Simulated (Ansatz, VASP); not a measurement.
**One calculation of HfTa4F, two programs**

```
CELL_PARAMETERS angstrom
4.85081 0.00000 0.00000
-2.42541 4.20093 0.00000
0.00000 0.00000 5.44500
ATOMIC_POSITIONS crystal
Hf 0.00000 0.00000 0.50000
Ta 0.33333 0.66667 0.74430
Ta 0.33333 0.66667 0.25570
Ta 0.66667 0.33333 0.25570
Ta 0.66667 0.33333 0.74430
F 0.00000 0.00000 0.00000
```

Alike in both runs: functional PBE; k mesh 6 × 6 × 4; occupations gaussian, width 0.1 eV; no spin polarisation.

Ansatz relaxed the structure, and its values are those at the end. VASP's run is a single point on that final structure, the one shown.

|  | VASP | Ansatz |
| --- | --- | --- |
| version | VASP 6.6.1 | Ansatz 0.2.0 |
| potentials or method | VASP PAW PBE potentials, release 64 (Hf_pv, Ta_pv, F) | scalar-relativistic, plane waves, PAW |
| plane-wave cutoff (eV) | 520 | 420 |
| valence electrons in the cell | 61 | 85 |

Ansatz gave:

* gap on the k mesh at the Fermi level (eV): none
* pressure (GPa): -0.2
* rms of the force components (eV/Å): 0.012

Question: Which values does VASP return?

Answer: gap on the k mesh at the Fermi level (eV): none; pressure (GPa): -0.3; rms of the force components (eV/Å): 0.009.

A gap of «none» marks a metal or a gap that the smearing closes. The two sets of potentials don't hold the same shells in valence.

Caveats: an odd number of electrons without spin polarisation forces a metal; a magnetic or distorted state may lie lower. Spin-orbit coupling is left out, which matters for the levels of Hf, Ta.
